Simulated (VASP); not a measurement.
Input of a VASP 6.6.1 run:

INCAR

```
  PREC = Accurate
  ENCUT = 520
  EDIFF = 1E-7
  ISMEAR = 0
  SIGMA = 0.1
  LREAL = F
  LASPH = T
  NELM = 100
  ALGO = Fast
  ISIF = 2
  LWAVE = F
  LCHARG = F
  ISPIN = 2
  MAGMOM = 0 0 2.15 2.15 -0.1 -0.1 -0.08 -0.08 -0.12
  LORBIT = 11
  LMAXMIX = 4
  GGA = PE
  KPAR = 8
```

Contents of KPOINTS:

```
Automatic mesh
0
Gamma
  6 6 4
```

Contents of POSCAR:

```
CsLiCr2Te2S3
1.0
    2.8128700000     -4.8486500000      0.0000000000
    2.8128700000      4.8486500000      0.0000000000
    0.0000000000      0.0000000000      8.4815400000
Cs Li Cr Te S
1 1 2 2 3
Direct
    0.0000020000      0.0000020000      0.0849960000
    0.5000000000      0.5000000000      0.4810360000
    0.5000000000      0.0000010000      0.4696970000
    0.0000000000      0.5000010000      0.4696970000
    0.3071560000      0.6928440000      0.7371220000
    0.6928440000      0.3071560000      0.7371220000
    0.6742240000      0.3257760000      0.2830490000
    0.3257760000      0.6742240000      0.2830490000
    0.0000000000      0.0000000000      0.4945670000
```

The input KPOINTS_OPT:

```
path GXSRAZGYX1A1TY,ZT
10
line-mode
reciprocal
 0.0000000000  0.0000000000  0.0000000000  G
 0.3341390608  0.3341390608  0.0000000000  X

 0.3341390608  0.3341390608  0.0000000000  X
 0.0000000000  0.5000000000  0.0000000000  S

 0.0000000000  0.5000000000  0.0000000000  S
 0.0000000000  0.5000000000  0.5000000000  R

 0.0000000000  0.5000000000  0.5000000000  R
 0.3341390608  0.3341390608  0.5000000000  A

 0.3341390608  0.3341390608  0.5000000000  A
 0.0000000000  0.0000000000  0.5000000000  Z

 0.0000000000  0.0000000000  0.5000000000  Z
 0.0000000000  0.0000000000  0.0000000000  G

 0.0000000000  0.0000000000  0.0000000000  G
-0.5000000000  0.5000000000  0.0000000000  Y

-0.5000000000  0.5000000000  0.0000000000  Y
-0.3341390608  0.6658609392  0.0000000000  X1

-0.3341390608  0.6658609392  0.0000000000  X1
-0.3341390608  0.6658609392  0.5000000000  A1

-0.3341390608  0.6658609392  0.5000000000  A1
-0.5000000000  0.5000000000  0.5000000000  T

-0.5000000000  0.5000000000  0.5000000000  T
-0.5000000000  0.5000000000  0.0000000000  Y

 0.0000000000  0.0000000000  0.5000000000  Z
-0.5000000000  0.5000000000  0.5000000000  T
```

Potentials or basis: VASP PAW PBE potentials, release 64 (Cs_sv, Li_sv, Cr_pv, Te, S).

The run is started by

```bash
$ cat potpaw_PBE.64/Cs_sv/POTCAR potpaw_PBE.64/Li_sv/POTCAR potpaw_PBE.64/Cr_pv/POTCAR potpaw_PBE.64/Te/POTCAR potpaw_PBE.64/S/POTCAR > POTCAR
$ mpirun -np 8 vasp_std > vasp.out
```

Task: What does it give for the site moments?

Result: Cs -0.00; Li +0.00; Cr +2.15; Te -0.10; S -0.08, -0.12 μB.

Task: What does it give for the band gap along the path?

Result: None (metal or under the smearing width).

Task: Estimate the largest force.

Result: 0.005 eV/Å.

Forces in eV/Å, atoms in the order of the input:
```
Cs   0.000  0.000  0.000
Li   0.000  0.000  0.005
Cr   0.000  0.000 -0.001
Cr   0.000  0.000 -0.001
Te   0.000  0.002 -0.005
Te   0.000 -0.002 -0.005
S    0.000  0.003  0.004
S    0.000 -0.003  0.004
S    0.000  0.000 -0.001
```

Caveat: spin-orbit coupling is left out, which moves the levels of the heavy elements; only a ferromagnetic start was run, and an antiferromagnetic order may lie lower in energy.
